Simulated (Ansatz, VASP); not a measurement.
## KNaICl in VASP and in Ansatz

```xyz
4
Lattice="4.2412 0.0000 0.0000 0.0000 4.2412 0.0000 0.0000 0.0000 6.7380" Properties=species:S:1:pos:R:3 pbc="T T T"
K     2.1206    2.1206    3.3690
Na    0.0000    0.0000    0.0000
I     2.1206    2.1206    0.0000
Cl    0.0000    0.0000    3.3690
```

Change from the starting cell: strain +e along x and -e along y +0.0000, strain +e along z and -e/2 along x and y +0.0367.

Alike in both runs: task single point; functional LDA; k mesh 6 × 6 × 4; occupations gaussian, width 0.05 eV; no spin polarisation.

|  | VASP | Ansatz |
| --- | --- | --- |
| version | VASP 6.6.1 | Ansatz 0.2.0 |
| potentials or method | VASP PAW LDA potentials, release 64 (K_sv, Na_pv, I, Cl) | scalar-relativistic, plane waves, PAW |
| plane-wave cutoff (eV) | 520 | 520 |
| valence electrons in the cell | 30 | 42 |

Ansatz gave:

| Property | Result |
| --- | --- |
| gap on the k mesh at the Fermi level (eV) | 4.00 |
| least direct gap on the mesh (eV) | 4.07 |
| pressure (GPa) | 0.4 |
| largest component of the traceless stress (GPa) | 1.43 |

Question: Estimate VASP's values.

Answer: gap on the k mesh at the Fermi level (eV): 4.00; least direct gap on the mesh (eV): 4.07; pressure (GPa): 0.4; largest component of the traceless stress (GPa): 1.47.

The two sets of potentials don't hold the same shells in valence.

Caveats: spin-orbit coupling is left out, which moves the levels of the heavy elements. A k mesh can miss the band edges.
